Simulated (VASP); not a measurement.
Consider the following.

```xyz
5
Lattice="4.1083 0.0000 0.0000 0.0000 4.1083 0.0000 0.0000 0.0000 4.1083" Properties=species:S:1:pos:R:3 pbc="T T T"
K      0.0000     0.0000     0.0000
Mg     2.0541     2.0541     2.0541
F      2.0541     0.0000     2.0541
F      0.0000     2.0541     2.0541
F      2.0541     2.0541     0.0000
```

Calculation: revPBE GGA, VASP's PBE PAW potentials (set 64) (plane waves; VASP 6.6.1). Run with 520 eV cut-off, Gaussian smearing of 0.050 eV, potentials K_sv Mg F.

Problem. Give the energies of bands 8 to 18 at the high-symmetry points, in eV from the valence-band maximum.

Solution. 
```json
[
 {"band": "8", "Γ": "-2.21", "X": "-2.06", "M": "-2.84", "R": "-3.55"},
 {"band": "9", "Γ": "-2.21", "X": "-2.06", "M": "-1.84", "R": "-1.50"},
 {"band": "10", "Γ": "-2.21", "X": "-2.00", "M": "-1.73", "R": "-1.50"},
 {"band": "11", "Γ": "-0.53", "X": "-1.25", "M": "-1.04", "R": "-1.50"},
 {"band": "12", "Γ": "-0.53", "X": "-0.75", "M": "-0.88", "R": "-1.03"},
 {"band": "13", "Γ": "-0.53", "X": "-0.75", "M": "-0.88", "R": "-1.03"},
 {"band": "14", "Γ": "-0.32", "X": "-0.73", "M": "-0.80", "R": "0.00"},
 {"band": "15", "Γ": "-0.32", "X": "-0.47", "M": "-0.80", "R": "0.00"},
 {"band": "16", "Γ": "-0.32", "X": "-0.47", "M": "-0.02", "R": "0.00"},
 {"band": "17", "Γ": "6.90", "X": "9.77", "M": "10.51", "R": "10.24"},
 {"band": "18", "Γ": "10.14", "X": "9.78", "M": "11.42", "R": "10.24"}
]
```

The gap is indirect, 6.90 eV, from the valence maximum at R to the conduction minimum at Γ.

Measured: gap 12.40 eV (computed value off by -5.50 eV), as given by M. Sahnoun et al., Materials Chemistry and Physics (2004), doi:10.1016/j.matchemphys.2004.11.019.

The compound is KMgF3 in the cubic perovskite structure. It was relaxed first, which changed the volume by +9 %.
